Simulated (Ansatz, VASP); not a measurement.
# Cross-check of LiMgF3 between VASP and Ansatz, part 3 of 3

Aim: how closely do two programs agree when they are given the same cell, functional and k mesh? The cell is generated by rule, not measured, and may not be a known phase. The cell is taken from a series of runs on this material, whose earlier steps may have relaxed, scaled, displaced or heated it; both programs get it as it stands.

VASP 6.6.1 and Ansatz 0.2.0.

So far: The starting structure; Ansatz: zone-centre phonons, PBEsol; VASP: zone-centre phonons, PBEsol.

### 3. VASP: zone-centre phonons, PBEsol (continued)

Level of this step: PBEsol; plane waves and PAW (Li_sv, Mg, F); invented cell (VASP).

Numbers of over 12 decimals in the logs are rounded to 6 here.

OUTCAR, selected parts (step 3):

```text
ion  position               nearest neighbor table
   1  0.000  0.000  0.285-   3 2.05   5 2.05   5 2.05   3 2.05   2 2.88   2 2.88   2 2.88   2 2.88

  LATTYP: Found a simple tetragonal cell.
 ALAT       =     3.9304231137
 C/A-ratio  =     0.9935278957

 Subroutine GETGRP returns: Found  8 space group operations
 (whereof  8 operations were pure point group operations)

The static configuration has the point symmetry C_4v.

 Found     40 irreducible k-points:

   k-points           NKPTS =     40   k-points in BZ     NKDIM =     40   number of bands    NBANDS=     19

   dimension x,y,z NGX =    36 NGY =   36 NGZ =   36
   dimension x,y,z NGXF=    72 NGYF=   72 NGZF=   72

   ENCUT  =  750.0 eV  55.12 Ry    7.42 a.u.   8.78  8.78  8.72*2*pi/ulx,y,z

   NELECT =      26.0000    total number of electrons

 k-points in reciprocal lattice and weights: Automatic mesh
   0.00000000  0.00000000  0.00000000       0.005
   0.16666667  0.00000000  0.00000000       0.019
   0.33333333  0.00000000  0.00000000       0.019
   0.50000000  0.00000000  0.00000000       0.009
   0.16666667  0.16666667  0.00000000       0.019
   0.33333333  0.16666667  0.00000000       0.037
   0.50000000  0.16666667  0.00000000       0.019
   0.33333333  0.33333333  0.00000000       0.019
   0.50000000  0.33333333  0.00000000       0.019
[...]
0.50000000  0.33333333  0.50000000       0.019
   0.50000000  0.50000000  0.50000000       0.005

 average (electrostatic) potential at core
       1 -63.4055       2 -38.3295       3 -78.5259       4 -77.2705       5 -78.5259

  Total       -0.2301368     -0.2301368     -0.2320225      0.0000000      0.0000000      0.0000000
  in kB       -6.1122161     -6.1122161     -6.1622972      0.0000000      0.0000000      0.0000000
  external PRESSURE =      -6.1289098 kB  Pullay stress =       0.0000000 kB

  energy-cutoff  :      750.00
  volume of cell :       60.33
[...]
2     0.00000    -0.85163     0.00000
    3     0.00000     0.00000    -1.29899
 ion    5
    1    -1.23971     0.00000     0.00000
    2     0.00000    -0.97793    -0.00000
    3     0.00000     0.00000    -0.75870

 Eigenvectors and eigenvalues of the dynamical matrix
 ----------------------------------------------------

   1 f  =   16.086610 THz   101.075154 2PiTHz  536.591566 cm-1    66.528845 meV
             X         Y         Z           dx          dy          dz
      0.000000  0.000000  1.113731    -0.000000    0.000000    0.012834
      1.965212  1.965212  1.863024     0.000000    0.000000   -0.566192
      1.965212  0.000000  1.693119     0.000000   -0.000000   -0.091002
      1.965212  1.965212  3.778321     0.000000    0.000000    0.814063
      0.000000  1.965212  1.693119    -0.000000    0.000000   -0.091002

   2 f  =   15.442579 THz    97.028585 2PiTHz  515.108986 cm-1    63.865346 meV
             X         Y         Z           dx          dy          dz
      0.000000  0.000000  1.113731     0.003773   -0.013683   -0.000000
      1.965212  1.965212  1.863024    -0.148566    0.538807   -0.000000
      1.965212  0.000000  1.693119    -0.024711   -0.788342    0.000000
      1.965212  1.965212  3.778321    -0.026630    0.096580    0.000000
      0.000000  1.965212  1.693119     0.217371    0.089621    0.000000

   3 f  =   15.442579 THz    97.028585 2PiTHz  515.108986 cm-1    63.865346 meV
             X         Y         Z           dx          dy          dz
      0.000000  0.000000  1.113731    -0.013683   -0.003773    0.000000
      1.965212  1.965212  1.863024     0.538807    0.148566    0.000000
      1.965212  0.000000  1.693119     0.089621   -0.217371   -0.000000
      1.965212  1.965212  3.778321     0.096580    0.026630   -0.000000
      0.000000  1.965212  1.693119    -0.788342    0.024711    0.000000

   4 f  =   10.275377 THz    64.562095 2PiTHz  342.749668 cm-1    42.495524 meV
             X         Y         Z           dx          dy          dz
      0.000000  0.000000  1.113731     0.454187    0.422554   -0.000000
      1.965212  1.965212  1.863024    -0.418085   -0.388967    0.000000
      1.965212  0.000000  1.693119     0.211939   -0.224871    0.000000
      1.965212  1.965212  3.778321     0.227183    0.211361   -0.000000
      0.000000  1.965212  1.693119    -0.241705    0.197178    0.000000

   5 f  =   10.275377 THz    64.562095 2PiTHz  342.749668 cm-1    42.495524 meV
             X         Y         Z           dx          dy          dz
      0.000000  0.000000  1.113731    -0.422554    0.454187   -0.000000
      1.965212  1.965212  1.863024     0.388967   -0.418085   -0.000000
      1.965212  0.000000  1.693119    -0.197178   -0.241705    0.000000
      1.965212  1.965212  3.778321    -0.211361    0.227183    0.000000
      0.000000  1.965212  1.693119     0.224871    0.211939    0.000000

   6 f  =    8.668919 THz    54.468426 2PiTHz  289.164021 cm-1    35.851753 meV
             X         Y         Z           dx          dy          dz
      0.000000  0.000000  1.113731    -0.000000   -0.000000   -0.362287
      1.965212  1.965212  1.863024     0.000000    0.000000   -0.517658
      1.965212  0.000000  1.693119    -0.000000    0.000000    0.521670
      1.965212  1.965212  3.778321    -0.000000   -0.000000   -0.237695
      0.000000  1.965212  1.693119     0.000000    0.000000    0.521670

   7 f  =    6.567349 THz    41.263874 2PiTHz  219.063197 cm-1    27.160363 meV
             X         Y         Z           dx          dy          dz
      0.000000  0.000000  1.113731     0.669508    0.098985   -0.000000
      1.965212  1.965212  1.863024     0.272578    0.040300    0.000000
      1.965212  0.000000  1.693119    -0.656230    0.012334    0.000000
      1.965212  1.965212  3.778321    -0.135909   -0.020094    0.000000
      0.000000  1.965212  1.693119     0.083426   -0.097022    0.000000

   8 f  =    6.567349 THz    41.263874 2PiTHz  219.063197 cm-1    27.160363 meV
             X         Y         Z           dx          dy          dz
      0.000000  0.000000  1.113731     0.098985   -0.669508   -0.000000
      1.965212  1.965212  1.863024     0.040300   -0.272578    0.000000
      1.965212  0.000000  1.693119    -0.097022   -0.083426    0.000000
      1.965212  1.965212  3.778321    -0.020094    0.135909    0.000000
      0.000000  1.965212  1.693119     0.012334    0.656230   -0.000000

   9 f  =    5.690797 THz    35.756334 2PiTHz  189.824567 cm-1    23.535236 meV
             X         Y         Z           dx          dy          dz
      0.000000  0.000000  1.113731    -0.000000   -0.000000   -0.000000
      1.965212  1.965212  1.863024    -0.000000   -0.000000    0.000000
      1.965212  0.000000  1.693119    -0.000000   -0.000000   -0.707107
      1.965212  1.965212  3.778321    -0.000000    0.000000    0.000000
      0.000000  1.965212  1.693119    -0.000000    0.000000    0.707107

  10 f  =    4.994506 THz    31.381406 2PiTHz  166.598785 cm-1    20.655607 meV
             X         Y         Z           dx          dy          dz
      0.000000  0.000000  1.113731    -0.000000   -0.000000    0.888210
      1.965212  1.965212  1.863024    -0.000000   -0.000000   -0.369570
      1.965212  0.000000  1.693119    -0.000000   -0.000000    0.066704
      1.965212  1.965212  3.778321    -0.000000   -0.000000   -0.256130
      0.000000  1.965212  1.693119    -0.000000    0.000000    0.066704

  11 f  =    4.086361 THz    25.675365 2PiTHz  136.306338 cm-1    16.899824 meV
             X         Y         Z           dx          dy          dz
      0.000000  0.000000  1.113731    -0.271590   -0.065573   -0.000000
      1.965212  1.965212  1.863024    -0.098654   -0.023819    0.000000
      1.965212  0.000000  1.693119    -0.484598   -0.005037   -0.000000
      1.965212  1.965212  3.778321     0.791298    0.191053   -0.000000
      0.000000  1.965212  1.693119    -0.020862   -0.117003   -0.000000

  12 f  =    4.086361 THz    25.675365 2PiTHz  136.306338 cm-1    16.899824 meV
             X         Y         Z           dx          dy          dz
      0.000000  0.000000  1.113731     0.065573   -0.271590   -0.000000
      1.965212  1.965212  1.863024     0.023819   -0.098654   -0.000000
      1.965212  0.000000  1.693119     0.117003   -0.020862    0.000000
      1.965212  1.965212  3.778321    -0.191053    0.791298   -0.000000
      0.000000  1.965212  1.693119     0.005037   -0.484598   -0.000000

  13 f/i=    0.004988 THz     0.031340 2PiTHz    0.166381 cm-1     0.020629 meV
             X         Y         Z           dx          dy          dz
      0.000000  0.000000  1.113731     0.000000    0.000000    0.282253
      1.965212  1.965212  1.863024     0.000000    0.000000    0.524285
      1.965212  0.000000  1.693119     0.000000    0.000000    0.463821
      1.965212  1.965212  3.778321     0.000000    0.000000    0.463896
      0.000000  1.965212  1.693119     0.000000    0.000000    0.463821

  14 f/i=    0.027680 THz     0.173920 2PiTHz    0.923313 cm-1     0.114476 meV
             X         Y         Z           dx          dy          dz
      0.000000  0.000000  1.113731    -0.054882    0.275405    0.000000
      1.965212  1.965212  1.863024    -0.102544    0.514574    0.000000
      1.965212  0.000000  1.693119    -0.091456    0.454427    0.000000
      1.965212  1.965212  3.778321    -0.090017    0.451715    0.000000
      0.000000  1.965212  1.693119    -0.090558    0.458934    0.000000

  15 f/i=    0.027680 THz     0.173920 2PiTHz    0.923313 cm-1     0.114476 meV
             X         Y         Z           dx          dy          dz
      0.000000  0.000000  1.113731    -0.275405   -0.054882    0.000000
      1.965212  1.965212  1.863024    -0.514574   -0.102544    0.000000
      1.965212  0.000000  1.693119    -0.458934   -0.090558    0.000000
      1.965212  1.965212  3.778321    -0.451715   -0.090017    0.000000
      0.000000  1.965212  1.693119    -0.454427   -0.091456    0.000000

 MACROSCOPIC STATIC DIELECTRIC TENSOR IONIC CONTRIBUTION
 ------------------------------------------------------
           7.584917    -0.000000     0.000000
          -0.000000     7.584917     0.000000
           0.000000     0.000000     3.591292
 ------------------------------------------------------

 ELASTIC MODULI CONTR FROM IONIC RELAXATION (kBar)
 Direction    XX          YY          ZZ          XY          YZ          ZX
 --------------------------------------------------------------------------------
 XX        -242.6159   -242.4219    124.5884      0.0000     -0.0000      0.0000
 YY        -242.4219   -242.6159    124.5884      0.0000     -0.0000      0.0000
 ZZ         124.5884    124.5884   -126.6106      0.0000      0.0000     -0.0000
 XY           0.0000      0.0000      0.0000      0.0000      0.0000      0.0000
 YZ          -0.0000     -0.0000      0.0000      0.0000    -67.6455      0.0000
 ZX           0.0000      0.0000     -0.0000      0.0000      0.0000    -70.1602
 --------------------------------------------------------------------------------

 PIEZOELECTRIC TENSOR IONIC CONTR  for field in x, y, z        (C/m^2)
          XX          YY          ZZ          XY          YZ          ZX
  --------------------------------------------------------------------------------
  x     0.00000     0.00000    -0.00000     0.00000     0.00000     0.36902
  y     0.00000     0.00000    -0.00000     0.00000     0.35722     0.00000
  z     0.48127     0.48127     0.11468     0.00000     0.00000    -0.00000
```

### 4. Differences

Known differences besides the potentials themselves: fixed occupations in Ansatz, narrow Gaussian smearing in VASP; the data sets hold 34 valence electrons in Ansatz (on its PAW soft_1 files) and 26 in VASP; the cutoff is 420 eV in Ansatz and 750 eV in VASP; Ansatz makes its cores anew for this functional, VASP keeps those of its PBE data sets. Total energies have different zeros and are not compared.

The two programs side by side:

| quantity | Ansatz | VASP | difference |
| --- | --- | --- | --- |
| ε∞ xx | 1.90 | 1.88 | +1.08 % |
| ε∞ yy | 1.90 | 1.88 | +1.08 % |
| ε∞ zz | 1.85 | 1.83 | +1.29 % |
| Born charge of Li1 (mean of the diagonal) (e) | 1.08 | 1.07 | 0.00 |
| Born charge of Mg2 (mean of the diagonal) (e) | 1.92 | 1.91 | +0.01 |
| Born charge of F3 (mean of the diagonal) (e) | -1.00 | -0.99 | 0.00 |
| optical mode 1 to 2 (cm⁻¹) | 133.1 | 136.3 | -2.34 % |
| optical mode 3 (cm⁻¹) | 168.1 | 166.6 | +0.90 % |
| optical mode 4 (cm⁻¹) | 188.2 | 189.8 | -0.87 % |
| optical mode 5 to 6 (cm⁻¹) | 209.4 | 219.1 | -4.39 % |
| optical mode 7 (cm⁻¹) | 286.7 | 289.2 | -0.85 % |
| optical mode 8 to 9 (cm⁻¹) | 339.3 | 342.7 | -1.02 % |
| optical mode 10 to 11 (cm⁻¹) | 513.1 | 515.1 | -0.39 % |
| optical mode 12 (cm⁻¹) | 533.8 | 536.6 | -0.52 % |

Modes are paired by rising frequency, not by their patterns, so a pair may set unlike modes beside each other; they are those without the splitting of longitudinal modes.

### 5. Summary of results

| Quantity | Value |
| --- | --- |
| r.m.s. difference of the optical zone-centre modes, each program's sorted by frequency (zone-centre phonons, PBEsol) | 4.6 cm⁻¹ |
| difference in optical mode 5 to 6 (zone-centre phonons, PBEsol) | -4.4 % |

What this shows: The r.m.s. difference of the optical zone-centre modes, each program's sorted by frequency is 4.6 cm⁻¹ (zone-centre phonons, PBEsol). The data sets hold unlike numbers of valence electrons (34 in Ansatz and 26 in VASP), so part of the differences comes from the potentials. Among the rows given in per cent, the largest difference of the zone-centre phonons, PBEsol pair is in optical mode 5 to 6, -4.4 %. Such differences can come from data sets, numerical settings and the points named under the comparisons, not from the functional's error against experiment.

[Lines on the potential files, build, host, timing and source positions are cut from VASP's logs without a mark.]

[Logs are printed without paths, hosts, clocks, repeated set-up lines and the standing remarks that a program may print on its own settings, such as how far it seeks lower states.]

[Hosts, paths, dates, database ids (printed as entryN), source tags and the programs' standing remarks are cut or masked in the printed files.]
